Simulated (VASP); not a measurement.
# A single sheet of Nb2CuS4 in VASP

Aim: model a single sheet of Nb2CuS4 by a slab and find how far its highest filled level lies below the vacuum.

Method: PBEsol, spin-polarised, with small moments to start from; plane waves and PAW (S, Nb_pv, Cu), in VASP 6.6.1.

This is a report of a sequence of runs, with most program output left out.

**1. Starting point**

The cell holds 7 atoms: 4 S, 2 Nb and 1 Cu. Cell: a = 3.393 Å, b = 3.393 Å, c = 24.641 Å, α = 90.0°, β = 90.0°, γ = 120.0°. It derives from Nb2CuS4. 1 sheet cut from a layered arrangement of the crystal. Vacuum lies along c.

Coordinates:

```xyz
7
Lattice="3.3929 0.0000 0.0000 -1.6964 2.9383 0.0000 0.0000 0.0000 24.6409" Properties=species:S:1:pos:R:3
S     0.0000    0.0000   17.1409
S     0.0000    0.0000   14.0045
S     0.0000    1.9589   10.5749
S     0.0000    1.9589    7.5000
Nb    0.0000    1.9589   15.6228
Nb    0.0000    0.0000    9.0098
Cu    0.0000    1.9589   12.7661
```

**2. Relaxing the slab**

All atoms relax at the fixed cell.

INCAR reads:

```
SYSTEM = Nb2CuS4
PREC = Normal
ENCUT = 300
EDIFF = 1E-05
NELM = 120
ISMEAR = 0
SIGMA = 0.05
LREAL = .FALSE.
ALGO = Fast
GGA = PS
NBANDS = 42
ISPIN = 2
MAGMOM = 0.6 0.6 0.6 0.6 0.6 0.6 0.6
LMAXMIX = 4
LORBIT = 11
LWAVE = .FALSE.
LCHARG = .FALSE.
KPAR = 4
IBRION = 2
NSW = 40
ISIF = 2
EDIFFG = -0.03
POTIM = 0.4
MAXMIX = 40
IDIPOL = 3
LDIPOL = .TRUE.
DIPOL = 0.5 0.5 0.502
```

POSCAR reads:

```
Nb2CuS4
1.0
    3.3928770500      0.0000000000      0.0000000000
   -1.6964385250      2.9383177170      0.0000000000
    0.0000000000      0.0000000000     24.6409346358
S Nb Cu
4 2 1
Direct
    0.0000000000      0.0000000000      0.6956284280
    0.0000000000      0.0000000000      0.5683436430
    0.3333333330      0.6666666670      0.4291603510
    0.3333333330      0.6666666670      0.3043715720
    0.3333333330      0.6666666670      0.6340178640
    0.0000000000      0.0000000000      0.3656436400
    0.3333333330      0.6666666670      0.5180869570
```

KPOINTS reads:

```
Automatic mesh
0
Gamma
9 9 1
0 0 0
```

The projector-augmented-wave data sets are S, Nb_pv and Cu (PBE family, release 64).

Run with:

```bash
$ mpirun -np 4 vasp_std
```

The job ended after 3.2 min (4 MPI ranks of AMD EPYC 7R43, shared host; peak memory 0.79 GiB).

LASPH is off, so gradient terms of the non-spherical density inside the spheres are left out; for open d or f shells this can shift gaps and moments. The PAW data sets were made with PBE, which is usual practice but a small mismatch for other functionals. The run keeps the 6 symmetry operations of its start, so it cannot find a distortion of lower symmetry.

The steps of the relaxation:

```
step  energy less that of the first step (eV)  largest force (eV/Å)
   1                                   0.0000                0.1774
   2                                  -0.0039                0.1410
   3                                  -0.0050                0.1685
   4                                  -0.0068                0.1046
   5                                  -0.0066                0.1984
   6                                  -0.0067                0.1495
   7                                  -0.0073                0.1696
   8                                  -0.0091                0.1120
   9                                  -0.0110                0.0961
  10                                  -0.0117                0.0646
  11                                  -0.0118                0.0258
```

The atoms that moved most (Å):

```
atom     dx     dy      dz  length
  S4  0.000  0.000   0.049   0.049
  S1  0.000  0.000  -0.047   0.047
 Nb5  0.000  0.000  -0.042   0.042
 Nb6  0.000  0.000   0.038   0.038
  S3  0.000  0.000   0.017   0.017
  S2  0.000  0.000  -0.016   0.016
```

The relaxed structure:

```cif
data_structure
_symmetry_space_group_name_H-M 'P 1'
_symmetry_Int_Tables_number 1
_cell_length_a 3.3929
_cell_length_b 3.3929
_cell_length_c 24.6409
_cell_angle_alpha 90.000
_cell_angle_beta 90.000
_cell_angle_gamma 120.000
_cell_volume 245.65
loop_
_atom_site_label
_atom_site_type_symbol
_atom_site_fract_x
_atom_site_fract_y
_atom_site_fract_z
_atom_site_occupancy
S1 S 0.00000 0.00000 0.69373 1
S2 S 0.00000 0.00000 0.56770 1
S3 S 0.33333 0.66667 0.42983 1
S4 S 0.33333 0.66667 0.30635 1
Nb5 Nb 0.33333 0.66667 0.63230 1
Nb6 Nb 0.00000 0.00000 0.36717 1
Cu7 Cu 0.33333 0.66667 0.51818 1
```

This step gave:

- electronic cycles: 141
- electrons: 57
- free energy (TOTEN): -50.3283 eV
- energy at zero smearing: -50.3257 eV
- Fermi energy: -0.2318 eV
- moment of the cell, from the last line of the log: 0.1348 μB
- labelled metallic, from the levels on this mesh: yes
- dipole moment: 0, 0, 0.008895 e·Å

Spin moment in the PAW sphere by atom:

```
atom  spin moment in the PAW sphere (μB)
  S1                              0.0000
  S2                              0.0000
  S3                              0.0010
  S4                              0.0060
 Nb5                              0.0080
 Nb6                              0.0880
 Cu7                              0.0020
```

The run ended after 11 ionic steps, 0.012 eV below its first step, once the forces on the free atoms met EDIFFG = -0.03.

Only the dipole across the slab is computed (IDIPOL = 3); zeros along the plane are no results.

**3. Vacuum level and density of states**

A static run writes the electrostatic potential without exchange and correlation (LVHAR), which is flat in the vacuum and gives the level to count from. The dipole correction cancels the field that unlike faces would set up across the vacuum.

INCAR reads:

```
SYSTEM = Nb2CuS4
PREC = Normal
ENCUT = 300
EDIFF = 1E-06
NELM = 120
ISMEAR = 0
SIGMA = 0.05
LREAL = .FALSE.
ALGO = Fast
GGA = PS
NBANDS = 53
ISPIN = 2
MAGMOM = 0.6 0.6 0.6 0.6 0.6 0.6 0.6
LMAXMIX = 4
LORBIT = 11
LWAVE = .FALSE.
LCHARG = .TRUE.
IDIPOL = 3
LDIPOL = .TRUE.
DIPOL = 0.5 0.5 0.502
LVHAR = .TRUE.
LVACPOTAV = .TRUE.
LELF = .TRUE.
NEDOS = 1500
```

POSCAR reads:

```
Nb2CuS4
1.0
    3.3928770500      0.0000000000      0.0000000000
   -1.6964385250      2.9383177170      0.0000000000
    0.0000000000      0.0000000000     24.6409346358
S Nb Cu
4 2 1
Direct
    0.0000000000      0.0000000000      0.6937291564
    0.0000000000      0.0000000000      0.5676976384
    0.3333333330      0.6666666670      0.4298314693
    0.3333333330      0.6666666670      0.3063468378
    0.3333333330      0.6666666670      0.6322961497
    0.0000000000      0.0000000000      0.3671722469
    0.3333333330      0.6666666670      0.5181789566
```

KPOINTS is that of step 2.

KPOINTS_OPT reads:

```
Line mode
14
Line-mode
Reciprocal
  0.00000000   0.00000000   0.00000000 GAMMA
  0.50000000   0.00000000   0.00000000 M

  0.50000000   0.00000000   0.00000000 M
  0.33333333   0.33333333   0.00000000 K

  0.33333333   0.33333333   0.00000000 K
  0.00000000   0.00000000   0.00000000 GAMMA
```

Run with:

```bash
$ mpirun -np 4 vasp_std
```

Wall time 2.2 min (4 MPI ranks); peak memory 0.57 GiB; 8.8 min of CPU time.

With spin, VASP writes an ELF for each channel.

Numbers from this step:

```yaml
electronic_cycles: 36
fermi_energy: -0.2324 eV
moment_of_the_cell_from_the_last_line_of_the_log: 0.1352 μB
dos_at_the_fermi_level: 3.951 states/eV/cell
dipole_moment: 0, 0, 0.009036 e·Å
vacuum_levels: 5.753, 5.591 eV
work_functions_of_the_upper_and_lower_face: 5.985, 5.823 eV
```

Spin up. The electronic bands at the labelled points (eV, zero at the Fermi level; # counts the bands kept):

```
          point    #16    #17    #18    #19   #20   #21   #22   #23
              Γ  -1.32  -1.14   0.50   1.07  2.13  2.13  2.43  2.43
0.46 of the way  -1.58  -0.91  -0.12  -0.07  1.80  2.06  2.53  2.56
              M  -1.72  -1.15  -0.46  -0.38  2.48  2.58  2.60  2.78
0.54 of the way  -1.73  -1.55  -0.27  -0.05  2.15  2.20  2.37  2.92
              K  -1.88  -1.47   0.01   0.34  1.60  1.67  2.17  3.32
0.54 of the way  -1.59  -0.86  -0.27  -0.22  1.51  2.23  2.41  2.69
              Γ  -1.32  -1.14   0.50   1.07  2.13  2.13  2.43  2.43
```

Of the projections kept (S, Nb, Cu), the largest for each band there; the rest of the weight can lie on other orbitals:

```
point      #16      #17      #18      #19      #20      #21      #22      #23
    Γ  Nb 0.36   S 0.65  Nb 0.74  Nb 0.67  Nb 0.64  Nb 0.64  Nb 0.63  Nb 0.63
    M  Cu 0.57   S 0.44  Nb 0.64  Nb 0.76  Nb 0.97  Nb 0.60  Nb 0.97  Nb 0.87
    K  Cu 0.50  Cu 0.71  Nb 0.87  Nb 0.82  Nb 0.91  Nb 0.95  Nb 0.72  Nb 0.76
    Γ  Nb 0.36   S 0.65  Nb 0.74  Nb 0.67  Nb 0.64  Nb 0.64  Nb 0.63  Nb 0.63
```

The density of states has structure finer than the step of the table below, so its rows give means over 1 eV, whole bins alone (the curve runs from -12.0 to 7.93 eV). Peaks (eV: height): total up -3.1: 6.66, -2.7: 7.86, 2.4: 5.78, 2.8: 5.78; total down -3.1: 6.15, -2.7: 7.74, -1.6: 5.44, 2.5: 5.79; S s up 2.8: 0.121, 3.0: 0.128, 4.5: 0.137, 5.3: 0.126; S s down 2.8: 0.115, 3.1: 0.119, 4.5: 0.135, 5.4: 0.117; S p up -5.6: 1.48, -4.1: 1.43, -3.1: 1.69, -2.7: 1.61.

Means over bins of 0.096 eV. Density of states against energy, zero at the Fermi level; means over each step; 7 of 18 lines; values in states/eV/cell:

```
energy (eV)  total up  total down   S s up  S s down  S p up  S p down  Nb s up
         -8         0           0        0         0       0         0        0
         -7     0.681       0.678  0.00854   0.00847   0.209     0.209   0.0247
         -6      1.39        1.37   0.0186    0.0184   0.438     0.432   0.0544
         -5      2.69        2.69   0.0222    0.0221   0.874     0.877   0.0752
         -4      2.23        2.22   0.0127    0.0127   0.686     0.685   0.0271
         -3      4.71        4.70   0.0377    0.0377   0.950     0.949   0.0453
         -2      4.17        4.18   0.0217    0.0220    1.07      1.08   0.0177
         -1      1.39        1.36  0.00851   0.00827   0.354     0.356  0.00351
          0      1.62        1.67  0.00904   0.00917   0.193     0.195  0.00824
          1     0.131       0.135  0.00247   0.00218  0.0155    0.0169  0.00165
          2      2.42        2.25   0.0418    0.0415   0.217     0.196   0.0136
          3      3.50        3.62   0.0662    0.0658   0.448     0.457   0.0146
          4      2.06        2.07   0.0563    0.0556   0.356     0.355   0.0181
          5     0.801       0.843   0.0442    0.0449   0.101     0.108   0.0573
          6      1.68        1.68   0.0451    0.0446   0.176     0.174   0.0575
          7      2.21        2.26   0.0454    0.0462   0.149     0.151   0.0995
```

The planar average of the electrostatic potential oscillates, so the rows of the table below give means over windows of 1 Å about each position, cut where the curve ends. Its maxima inside the range that stand out by 2 % of the span (Å: eV): 8.4: -4.71, 9.8: -4.60, 11.8: 2.46, 13.2: -7.07, 14.8: -4.46, 16.3: -4.51. Its minima: 7.6: -11.9, 9.0: -6.45, 10.6: -12.2, 12.9: -7.69, 14.0: -13.4, 15.5: -6.33, 17.0: -11.8.

Zero at the Fermi level. The planar average of the electrostatic potential by height; means over each step:

```
height (Å)  planar average of the electrostatic potential (eV)
         0                                                5.86
         1                                                5.83
         2                                                5.83
         3                                                5.83
         4                                                5.83
         5                                                5.81
         6                                                5.35
         7                                               -3.10
         8                                               -8.28
         9                                               -5.93
        10                                               -7.30
        11                                               -5.99
        12                                              -0.366
        13                                               -7.40
        14                                               -11.4
        15                                               -5.51
        16                                               -5.48
        17                                               -9.64
        18                                                2.09
        19                                                5.84
        20                                                5.99
        21                                                5.99
        22                                                5.99
        23                                                6.00
        24                                                5.99
```

Density of states in the PAW spheres, an atom over height of the layer and energy from the Fermi level.

Ten even steps from '_' (0.00 states/eV) to '@' (5.70 states/eV), each cell a mean:
```
______________
__..__________
__::______::__
______________
______..______
..____==__..__
....__--______
....__##__....
....__@@__....
......==__....
__..__..______
____________..
______..______
______....____
__........____
____......____
______________
______________
______________
______________
______________
______________
```
Columns: height of the layer (Å) from 7.5 to 17.1 (not evenly spaced); rows upwards: energy from the Fermi level (eV) from -7.9 to 0.5.

Spin down. The electronic bands at the labelled points (eV, zero at the Fermi level; # counts the bands kept):

```
          point    #15    #16    #17    #18    #19   #20   #21   #22
              Γ  -1.31  -1.31  -1.14   0.54   1.10  2.14  2.14  2.45
0.46 of the way  -1.81  -1.57  -0.91  -0.12  -0.01  1.82  2.07  2.57
              M  -1.76  -1.71  -1.15  -0.45  -0.32  2.50  2.59  2.66
0.54 of the way  -1.94  -1.72  -1.55  -0.26   0.01  2.17  2.27  2.38
              K  -2.15  -1.86  -1.47   0.03   0.40  1.60  1.75  2.18
0.54 of the way  -1.70  -1.58  -0.85  -0.27  -0.15  1.52  2.24  2.46
              Γ  -1.31  -1.31  -1.14   0.54   1.10  2.14  2.14  2.45
```

Of the projections kept (S, Nb, Cu), the largest for each band there; the rest of the weight can lie on other orbitals:

```
point      #15      #16      #17      #18      #19      #20      #21      #22
    Γ  Nb 0.36  Nb 0.36   S 0.65  Nb 0.74  Nb 0.67  Nb 0.64  Nb 0.64  Nb 0.63
    M   S 0.70  Cu 0.56   S 0.45  Nb 0.64  Nb 0.76  Nb 0.97  Nb 0.60  Nb 0.97
    K  Cu 0.86  Cu 0.49  Cu 0.71  Nb 0.87  Nb 0.82  Nb 0.91  Nb 0.95  Nb 0.72
    Γ  Nb 0.36  Nb 0.36   S 0.65  Nb 0.74  Nb 0.67  Nb 0.64  Nb 0.64  Nb 0.63
```

Spin density in the ca plane at fractional y = 0.667, with atoms of S and Nb and Cu within 0.2 Å of it.

Ten even steps from '0' (-0.09 × 1e-2 e/Å³) to '9' (1.30 × 1e-2 e/Å³), each cell a mean:
```
00000000000000000000112595210000000000000000
00000000000000000000112696210000000000000000
00000000000000000001112474210000000000000110
00000000000000000111111232111100000000000111
00000000000000001132110111000100011100001121
00000000000000001243000000000010013200001121
00000000000000001232000000000110012100001121
00000000000000000122111121101100000000000121
00000000000000000011111353110000000000000111
```
Columns run along c (16.0 Å, from fractional 0.01 to 0.66 of the cell), rows up along a (3.4 Å). Atoms in or near the plane, at fractional coordinates: S at (0.43, 0.33), S at (0.31, 0.33), Nb at (0.63, 0.33), Cu at (0.52, 0.33).

Electrostatic potential energy in the ca plane at fractional y = 0.667, with atoms of S and Nb and Cu within 0.2 Å of it. With pseudopotentials it is smooth inside the atoms' cores, unlike the true potential.

Ten even steps from '0' (-67 eV) to '9' (6 eV), each cell a mean:
```
99999999999998778899999999988899999988999999
99999999999998778899999999988899999988999999
99999999999998888899999999988888888999999999
99999999987688888876789877789987777899999999
99999999851048998620278743479877666789999999
99999999820017998400058532368876556789999999
99999999830027998500068632368876666789999999
99999999974368998853589865689887667899999999
99999999998888888888899988888888778899999999
```
Columns run along c (16.0 Å, from fractional 0.15 to 0.80 of the cell; values clipped at the 3rd and 97th percentile), rows up along a (3.4 Å). Atoms in or near the plane, at fractional coordinates: S at (0.43, 0.33), S at (0.31, 0.33), Nb at (0.63, 0.33), Cu at (0.52, 0.33).

Valence density in the ca plane at fractional y = 0.667, with atoms of S and Nb and Cu within 0.2 Å of it. It is the smooth field of the valence electrons, not physical close to the nuclei.

Ten steps, logarithmic in the rise over the least value, from '0' (0 e/Å³) to '9' (14 e/Å³), each cell a mean:
```
00000000000000000001112332211110011223322212
00000000000000000001112333211100001223322112
00000000000000000012222222222211111222222222
00000000000000000123433222334322234322223444
00000000000000001244443222344443368742225666
00000000000000001244244222442343489952235776
00000000000000001244344222443443479852235776
00000000000000000234443222344432246532224555
00000000000000000112332222233221122222222333
```
Columns run along c (16.0 Å, from fractional 0.01 to 0.66 of the cell), rows up along a (3.4 Å). Atoms in or near the plane, at fractional coordinates: S at (0.43, 0.33), S at (0.31, 0.33), Nb at (0.63, 0.33), Cu at (0.52, 0.33).

The map of layer states is cut here 0.5 eV above the Fermi level, so it leaves out the states above that.

The vacuum level lies 5.99 eV above the Fermi level at the upper face; the two faces differ by 0.16 eV, the step that the slab's dipole of 0.009 e·Å makes.

The program found no field-free point at its default tolerance, but its printed level agrees with the flat part of the planar average.

On this mesh the fine structure of the density of states is sampling noise, and high empty states may be cut by the number of bands.

**4. Putting the energies together**

This step: slab, PBEsol; plane waves and PAW (VASP 6.6.1).

No new run; the numbers come from the runs before.

**5. Summary of results**

- work function of the slab: 5.99 eV

In words: The work function is 5.99 eV at the upper face and 5.82 eV at the lower. The atom that ends on top (S) moved inwards by 0.05 Å, counted from the mean of all atoms. The largest moment is 0.09 μB. The cell in the plane was kept as given and was not relaxed here.

[Lines on the potential files, build, host, timing and source positions are cut from VASP's logs without a mark.]

[Logs are printed without paths, hosts, clocks, repeated set-up lines and the standing remarks that a program may print on its own settings, such as how far it seeks lower states.]

[Hosts, paths, dates, database ids (printed as entryN), source tags and the programs' standing remarks are cut or masked in the printed files.]

[In band tables of VASP the shares of atoms and orbitals are scaled to a sum of 1 inside the atoms' spheres.]

[Runs that stopped without an error message from VASP are left out.]

[VASP counts the dipole in electrons times Å, so a positive number points the physical dipole along −c.]
